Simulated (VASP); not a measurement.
# Fe (Iron): cell size against the level of theory

Which functional gives the lattice of Fe (Iron) as experiment finds it, and is a dearer one worth its cost? The levels: PBE, LDA, r2SCAN and PBE + D3(BJ). LASPH is on for some levels and off for others; the table marks which. The start is a cell from a database of measured crystal structures.

Main program and level: VASP 6.6.1; PBE, spin-polarised from a ferromagnetic start (one magnetic atom a cell); plane waves and PAW (Fe), in the first sound run; inputs show where later runs differ.

The experiments to compare with:

For Fe, bcc (commercial iron metal powder), “Abiotic ammonium formation in the presence of Ni-Fe metals and alloys and its implications for the Hadean nitrogen cycle” (2008, pmc:2430951) gives, by powder XRD, LeBail refinement: lattice constant a (cubic cell parameter a) 2.866 ± 0.001 Å [commercial metal powder; measurement temperature not stated].

Report form: the programs' logs are mostly left out.

### 1. The starting structure

Before any relaxation, the start is as follows. It takes space group Im-3m (No. 229, cubic). The conventional cell has a = 2.865 Å, b = 2.865 Å, c = 2.865 Å, α = 90.00°, β = 90.00°, γ = 90.00°. Nearest to Fe lie 8 Fe at 2.48 Å.

Coordinates:

```cif
data_structure
_symmetry_space_group_name_H-M 'P 1'
_symmetry_Int_Tables_number 1
_cell_length_a 2.4815
_cell_length_b 2.4815
_cell_length_c 2.4815
_cell_angle_alpha 109.471
_cell_angle_beta 109.471
_cell_angle_gamma 109.471
_cell_volume 11.76
loop_
_atom_site_label
_atom_site_type_symbol
_atom_site_fract_x
_atom_site_fract_y
_atom_site_fract_z
_atom_site_occupancy
Fe1 Fe 0.00000 0.00000 0.00000 1
```

### 2. Relaxation with PBE

The start need not lie at this functional's minimum. ISIF = 3 frees volume, shape and positions, and EDIFFG sets the threshold on forces and stress at which the search stops. PBE, the usual starting point, adds the gradient of the density.

INCAR

```
SYSTEM = Fe
PREC = Accurate
ENCUT = 520
EDIFF = 1E-06
NELM = 100
ISMEAR = -1
SIGMA = 0.05
LREAL = .FALSE.
ALGO = Normal
GGA = PE
NBANDS = 10
ISPIN = 2
MAGMOM = 3
LMAXMIX = 4
LORBIT = 11
LWAVE = .FALSE.
LCHARG = .FALSE.
KPAR = 2
IBRION = 2
NSW = 60
ISIF = 3
EDIFFG = -0.01
```

POSCAR

```
Fe
1.0
   -1.4327000000      1.4327000000      1.4327000000
    1.4327000000     -1.4327000000      1.4327000000
    1.4327000000      1.4327000000     -1.4327000000
Fe
1
Direct
    0.0000000000      0.0000000000      0.0000000000
```

KPOINTS

```
Automatic mesh
0
Gamma
13 13 13
0 0 0
```

PAW data sets: Fe (PBE family, release 64).

The run is started by

```bash
$ mpirun -np 2 vasp_std
```

Elapsed: 20 s, on 2 MPI ranks of AMD EPYC 7R43, shared host; peak memory 0.21 GiB.

The cell holds one magnetic atom, so no antiferromagnetic order fits into it. LASPH is off, so gradient terms of the non-spherical density inside the spheres are left out; for open d or f shells this can shift gaps and moments. The run keeps the 48 symmetry operations of its start, so it cannot find a distortion of lower symmetry.

Step by step:

| step | energy less that of the first step (eV) | largest force (eV/Å) | pressure (GPa) | volume (Å³) |
| --- | --- | --- | --- | --- |
| 1 | 0.0000 | 0.0000 | -6.43 | 11.76 |
| 2 | -0.0028 | 0.0000 | 6.32 | 10.98 |
| 3 | -0.0092 | 0.0000 | -0.06 | 11.32 |

| conventional cell, symmetrised | before | after | change |
| --- | --- | --- | --- |
| a (Å) | 2.865 | 2.829 | -1.3 % |
| b (Å) | 2.865 | 2.829 | -1.3 % |
| c (Å) | 2.865 | 2.829 | -1.3 % |
| volume (Å³/atom) | 11.76 | 11.32 | -3.8 % |

Final coordinates:

```xyz
1
Lattice="-1.4145 1.4145 1.4145 1.4145 -1.4145 1.4145 1.4145 1.4145 -1.4145" Properties=species:S:1:pos:R:3 pbc="T T T"
Fe    0.0000    0.0000    0.0000
```

Numbers from this step:

| Quantity | Value |
| --- | --- |
| electrons | 8 |
| bands | 10 |
| irreducible k-points | 84 |
| symmetry operations | 48 |
| free energy (TOTEN) | -8.238 eV |
| energy at zero smearing | -8.234 eV |
| Fermi energy | 5.855 eV |
| pressure | -0.05790 GPa |
| moment of the cell, from the last line of the log | 2.15 μB |
| metallic | yes |
| SCF cycles over all ionic steps | 30 |

Spin moment in the PAW sphere by atom:

| atom | spin moment in the PAW sphere (μB) |
| --- | --- |
| Fe1 | 2.15 |

It ends with forces that vanish by symmetry and a pressure of -0.06 GPa. The volume lies -3.8 % from that of the database's start, which holds the thermal and zero-point expansion of its experiment. The conventional cell has a = 2.829 Å. Against its usual tendency, PBE gives a cell smaller than the listed one. The largest moment is 2.15 μB.

### 3. Relaxation with LDA

This step: LDA, spin-polarised from a ferromagnetic start (one magnetic atom a cell); plane waves and PAW (Fe) (VASP 6.6.1).

LDA, the lowest rung, knows the local density alone.

Changes to INCAR since step 2:

```diff
@@ -9,3 +9,3 @@
 ALGO = Normal
-GGA = PE
+GGA = CA
 NBANDS = 10
```

POSCAR is that of step 2.

KPOINTS is that of step 2.

The run is started by

```bash
$ mpirun -np 2 vasp_std
```

Elapsed: 26 s, on 2 MPI ranks; peak memory 0.21 GiB.

The PAW data sets were made with PBE, though LDA sets exist; this is a small mismatch. After so large a change of volume the plane waves of the start cell no longer fit, so the final stress carries a basis-set error.

Step by step:

| step | energy less that of the first step (eV) | largest force (eV/Å) | pressure (GPa) | volume (Å³) |
| --- | --- | --- | --- | --- |
| 1 | 0.0000 | 0.0000 | -23.65 | 11.76 |
| 2 | 0.0677 | 0.0000 | 48.72 | 9.05 |
| 3 | -0.1135 | 0.0000 | -0.48 | 10.44 |
| 4 | -0.1136 | 0.0000 | 0.13 | 10.41 |

| conventional cell, symmetrised | before | after | change |
| --- | --- | --- | --- |
| a (Å) | 2.865 | 2.751 | -4.0 % |
| b (Å) | 2.865 | 2.751 | -4.0 % |
| c (Å) | 2.865 | 2.751 | -4.0 % |
| volume (Å³/atom) | 11.76 | 10.41 | -11.5 % |

Final coordinates:

```
Fe
1.0
    -1.37565    1.37565    1.37565
     1.37565   -1.37565    1.37565
     1.37565    1.37565   -1.37565
Fe
1
Direct
  0.00000 0.00000 0.00000
```

This step gave:

- free energy (TOTEN): -9.241 eV
- energy at zero smearing: -9.237 eV
- Fermi energy: 6.535 eV
- pressure: 0.1299 GPa
- moment of the cell, from the last line of the log: 1.981 μB
- SCF cycles over all ionic steps: 40

Spin moment in the PAW sphere by atom:

| atom | spin moment in the PAW sphere (μB) |
| --- | --- |
| Fe1 | 1.95 |

It ends at 10.41 Å³/atom, -11.5 % from the start, with 0.13 GPa left. The conventional cell has a = 2.751 Å. The largest moment is 1.95 μB.

### 4. Relaxation with r2SCAN

This step: r2SCAN, spin-polarised from a ferromagnetic start (one magnetic atom a cell); plane waves and PAW (Fe) (VASP 6.6.1).

r2SCAN adds the kinetic-energy density, costs more than a GGA and is run with LASPH.

Changes to INCAR since step 3:

```diff
@@ -9,3 +9,4 @@
 ALGO = Normal
-GGA = CA
+METAGGA = R2SCAN
+LASPH = .TRUE.
 NBANDS = 10
```

POSCAR is that of step 3.

KPOINTS is that of step 3.

The run is started by

```bash
$ mpirun -np 2 vasp_std
```

Wall time 2.7 min (2 MPI ranks); peak memory 0.19 GiB; 5.4 min of CPU time.

SCAN-type functionals tend to overstate the moments of itinerant magnets. The PAW data sets were made with PBE, which is usual practice but a small mismatch for other functionals.

Little changed from the start: no atom moved by 0.005 Å and no cell edge by 0.1 %.

Spin moment in the PAW sphere by atom:

| atom | spin moment in the PAW sphere (μB) |
| --- | --- |
| Fe1 | 2.72 |

It ends at 11.75 Å³/atom, -0.1 % from the start, with 0.06 GPa left. The conventional cell has a = 2.864 Å. The largest moment is 2.72 μB.

### 5. Relaxation with PBE + D3(BJ)

This step: PBE with D3(BJ), spin-polarised from a ferromagnetic start (one magnetic atom a cell); plane waves and PAW (Fe) (VASP 6.6.1).

A dispersion term adds the long-range attraction that semilocal functionals lack. D3 with Becke-Johnson damping keeps a finite attraction at short range.

Changes to INCAR since step 4:

```diff
@@ -9,4 +9,4 @@
 ALGO = Normal
-METAGGA = R2SCAN
-LASPH = .TRUE.
+GGA = PE
+IVDW = 12
 NBANDS = 10
```

POSCAR is that of step 4.

KPOINTS is that of step 4.

The run is started by

```bash
$ mpirun -np 2 vasp_std
```

The job ended after 41 s (2 MPI ranks; peak memory 0.22 GiB; 80 s of CPU time).

Dispersion corrections of this kind ignore metallic screening and tend to overbind metals.

Relaxation path:

| step | energy less that of the first step (eV) | largest force (eV/Å) | pressure (GPa) | volume (Å³) |
| --- | --- | --- | --- | --- |
| 1 | 0.0000 | 0.0000 | -11.32 | 11.76 |
| 2 | -0.0037 | 0.0000 | 13.78 | 10.40 |
| 3 | -0.0286 | 0.0000 | -0.11 | 11.02 |

| conventional cell, symmetrised | before | after | change |
| --- | --- | --- | --- |
| a (Å) | 2.865 | 2.804 | -2.1 % |
| b (Å) | 2.865 | 2.804 | -2.1 % |
| c (Å) | 2.865 | 2.804 | -2.1 % |
| volume (Å³/atom) | 11.76 | 11.02 | -6.3 % |

The relaxed structure:

```cif
data_structure
_symmetry_space_group_name_H-M 'P 1'
_symmetry_Int_Tables_number 1
_cell_length_a 2.4282
_cell_length_b 2.4282
_cell_length_c 2.4282
_cell_angle_alpha 109.471
_cell_angle_beta 109.471
_cell_angle_gamma 109.471
_cell_volume 11.02
loop_
_atom_site_label
_atom_site_type_symbol
_atom_site_fract_x
_atom_site_fract_y
_atom_site_fract_z
_atom_site_occupancy
Fe1 Fe 0.00000 0.00000 0.00000 1
```

Spin moment in the PAW sphere by atom:

| atom | spin moment in the PAW sphere (μB) |
| --- | --- |
| Fe1 | 2.10 |

It ends at 11.02 Å³/atom, -6.3 % from the start, with -0.11 GPa left. The conventional cell has a = 2.804 Å. The largest moment is 2.10 μB. Against plain PBE, the dispersion term moves a by -0.9 %.

### 6. The cells as a table

This step: relaxed cells at several levels; plane waves and PAW (VASP 6.6.1).

No new run; the numbers come from the runs before.

Lengths are those of the conventional cell; cost is the wall time of each run, as given at its step, times its ranks, without the set-up around it; LASPH differs between rows, which moves results and costs too. Results by level, by row:

| level | volume (Å³/atom) | change from the start (%) | a (Å) | largest site moment (μB) | cost (core minutes) | LASPH |
| --- | --- | --- | --- | --- | --- | --- |
| PBE | 11.32 | -3.8 | 2.829 | 2.148 | 0.653 | off |
| LDA | 10.41 | -11.5 | 2.751 | 1.95 | 0.867 | off |
| r2SCAN | 11.75 | -0.1 | 2.864 | 2.716 | 5.44 | on |
| PBE + D3(BJ) | 11.02 | -6.3 | 2.804 | 2.103 | 1.37 | off |

### 7. Results

| Item | Value |
| --- | --- |
| volume, PBE | 11.32 Å³/atom |
| volume, LDA | 10.41 Å³/atom |
| volume, r2SCAN | 11.75 Å³/atom |
| volume, PBE + D3(BJ) | 11.02 Å³/atom |

**Reading.** For Fe (Iron) the levels give volumes between 10.41 Å³/atom (LDA) and 11.75 Å³/atom (r2SCAN), a spread of 12.8 %, while the cost of the finished runs spans a factor of 8.3. Within 1 % of experiment on every length: r2SCAN. The nearest is r2SCAN. Thermal and zero-point expansion, often some tenths of a per cent in length, bear on this order: with the measured lengths lowered by an assumed 0.4 % the nearest is still r2SCAN. The costs hold the number of ionic steps as well as the price of the functional. SCAN-type functionals tend to overstate the moments of itinerant magnets. Adding D3(BJ) to PBE changes the volume by -2.6 % (a by -0.9 %). Pairwise corrections of the D and TS kind ignore the screening in a metal, so they may overbind here. Within 0.02 Å all end in space group Im-3m; the runs can't lower the symmetry of the start. Only the typed magnetic starts were tried, so the magnetic ground state may differ and with it the other results. LASPH is on for some levels and off for others, so differences between them are not the functional's alone. The largest site moment differs between levels, from 1.95 μB (LDA) to 2.72 μB (r2SCAN); larger moments and larger volumes go together in magnets, so the two can't be judged apart. Each is a single relaxation on the plane waves of the start cell, so larger changes of volume carry a basis-set error that was not tested here.

Comparison with the measured values:

```
              quantity  measured             PBE             LDA          r2SCAN    PBE + D3(BJ)
lattice constant a (Å)     2.866  2.829 (-1.3 %)  2.751 (-4.0 %)  2.864 (-0.1 %)  2.804 (-2.2 %)
```

Measured values from pmc:2430951 (2008).

**Verdict.** For the lattice constant a, of the levels listed nearest comes r2SCAN (-0.1 %, good agreement) and farthest LDA (-4.0 %, a clear miss). The grades are ours: good and fair within 0.7 and 1.5 % for the lattice constant a. For lattice constants the calculation has a static lattice, without zero-point motion or thermal expansion.

[Lines on the potential files, build, host, timing and source positions are cut from VASP's logs without a mark.]

[Logs are printed without paths, hosts, clocks, repeated set-up lines and the standing remarks that a program may print on its own settings, such as how far it seeks lower states.]

[Hosts, paths, dates, database ids (printed as entryN), source tags and the programs' standing remarks are cut or masked in the printed files.]

[A measured line is paired with the nearest computed mode of its activity, which favours agreement.]
